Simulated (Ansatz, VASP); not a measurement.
**Ba2Tl5V3O12: VASP beside Ansatz**

File INCAR:

```
PREC = Accurate
ENCUT = 520
EDIFF = 1E-7
ISMEAR = -1
SIGMA = 0.05
LREAL = False
LASPH = True
NELM = 120
ALGO = Fast
ISIF = 2
LWAVE = False
LCHARG = False
ISPIN = 2
MAGMOM = 0 0 2 2 2 0 0 0 0 0 0 0 0 0 0 0 0 0 0 0 0 0
LORBIT = 11
LMAXMIX = 4
GGA = PE
LOPTICS = True
NBANDS = 146
NEDOS = 2000
CSHIFT = 0.1
KPAR = 4
```

The input KPOINTS:

```
regular mesh
0
Gamma
  4 4 4
```

POSCAR

```
Ba2Tl5V3O12
1.0
    4.2369800000      2.4462200000      6.1284000000
   -4.2369800000      2.4462200000      6.1284000000
    0.0000000000     -4.8924400000      6.1284000000
Ba V Tl O
2 3 5 12
Direct
    0.5000000000      0.5000000000      0.5000000000
    0.0000000000      0.0000000000      0.0000000000
    0.5000000000      0.5000000000      0.0000000000
    0.0000000000      0.5000000000      0.5000000000
    0.5000000000      0.0000000000      0.5000000000
    0.0000000000      0.0000000000      0.5000000000
    0.5000000000      0.0000000000      0.0000000000
    0.0000000000      0.5000000000      0.0000000000
    0.7404500000      0.7404500000      0.7404500000
    0.2595500000      0.2595500000      0.2595500000
    0.7165200000      0.0808900000      0.4124200000
    0.4124200000      0.7165200000      0.0808900000
    0.0808900000      0.4124200000      0.7165200000
    0.5875700000      0.9191100000      0.2834800000
    0.9191100000      0.2834800000      0.5875700000
    0.2834800000      0.5875700000      0.9191100000
    0.2834800000      0.9191100000      0.5875700000
    0.5875700000      0.2834800000      0.9191100000
    0.9191100000      0.5875700000      0.2834800000
    0.4124200000      0.0808900000      0.7165200000
    0.0808900000      0.7165200000      0.4124200000
    0.7165200000      0.4124200000      0.0808900000
```

File input.yaml:

```yaml
crystal:
  lattice:
    - [4.23698, 2.44622, 6.1284]
    - [-4.23698, 2.44622, 6.1284]
    - [0.0, -4.89244, 6.1284]
  atoms:
    - { symbol: Ba, position: [0.5, 0.5, 0.5] }
    - { symbol: Ba, position: [0.0, 0.0, 0.0] }
    - { symbol: V, position: [0.5, 0.5, 0.0], spin: 2.0 }
    - { symbol: V, position: [0.0, 0.5, 0.5], spin: 2.0 }
    - { symbol: V, position: [0.5, 0.0, 0.5], spin: 2.0 }
    - { symbol: Tl, position: [0.0, 0.0, 0.5] }
    - { symbol: Tl, position: [0.5, 0.0, 0.0] }
    - { symbol: Tl, position: [0.0, 0.5, 0.0] }
    - { symbol: Tl, position: [0.74045, 0.74045, 0.74045] }
    - { symbol: Tl, position: [0.25955, 0.25955, 0.25955] }
    - { symbol: O, position: [0.71652, 0.08089, 0.41242] }
    - { symbol: O, position: [0.41242, 0.71652, 0.08089] }
    - { symbol: O, position: [0.08089, 0.41242, 0.71652] }
    - { symbol: O, position: [0.58757, 0.91911, 0.28348] }
    - { symbol: O, position: [0.91911, 0.28348, 0.58757] }
    - { symbol: O, position: [0.28348, 0.58757, 0.91911] }
    - { symbol: O, position: [0.28348, 0.91911, 0.58757] }
    - { symbol: O, position: [0.58757, 0.28348, 0.91911] }
    - { symbol: O, position: [0.91911, 0.58757, 0.28348] }
    - { symbol: O, position: [0.41242, 0.08089, 0.71652] }
    - { symbol: O, position: [0.08089, 0.71652, 0.41242] }
    - { symbol: O, position: [0.71652, 0.41242, 0.08089] }
hamiltonian:
  xc: pbe
  pseudopotentials: { kind: paw }
magnetization:
  spin_polarized: true
kpoints:
  mp_grid: { grid: [4, 4, 4] }
scf:
  occupations: { method: fermi_dirac, width: 0.05 }
output:
  forces: true
  stress: true
  eigenvalues: true
```

The cell was built by a generator and needn't be a form met in nature.

Alike in both runs: functional PBE; k mesh 4 × 4 × 4; occupations fermi-dirac, width 0.05 eV; collinear spin, ferromagnetic start.

|  | VASP | Ansatz |
| --- | --- | --- |
| version | VASP 6.6.1 | Ansatz 0.2.0 |
| potentials or method | VASP PAW PBE potentials, release 64 (Ba_sv, V_sv, Tl_d, O) | Ansatz PAW |
| plane-wave cutoff (eV) | 520 | 420 |
| valence electrons in the cell | 196 | 196 |
| task | optical spectrum | single point |

VASP gave:

| Quantity | Value |
| --- | --- |
| gap on the k mesh at the Fermi level (eV) | none |
| pressure (GPa) | 0.4 |
| largest component of the traceless stress (GPa) | 0.16 |
| rms of the force components (eV/Å) | 0.029 |
| net moment per atom (μB) | 0.05 |
| size of the moment on the site where the two differ most (μB) | 0.34 |

What did Ansatz give for the same quantities?

gap on the k mesh at the Fermi level (eV): none; pressure (GPa): 0.0; largest component of the traceless stress (GPa): 0.02; rms of the force components (eV/Å): 0.007; net moment per atom (μB): 0.05; size of the moment on the site where the two differ most (μB): 0.23.

Site moments also hang on the region over which each program counts them. Atom by atom the forces differ by 0.036 eV/Å (rms over components). A gap of «none» marks a metal or a gap that the smearing closes.

Caveats: semilocal functionals often make such compounds metallic where correlation or magnetic order opens a gap, which also shifts bond lengths; spectra need much finer meshes, so this one isn't converged (VASP); independent-particle spectra lack excitons (VASP); the intraband (Drude) part of a metal's response may be missing (VASP); the pressure holds a Pulay correction of +0.4 GPa for the finite cutoff (Ansatz). The runs have no spin-orbit coupling, so splittings on Ba, Tl are missing. With open d or f shells a metallic result of PBE can be an artefact of self-interaction; +U or a hybrid may open a gap.
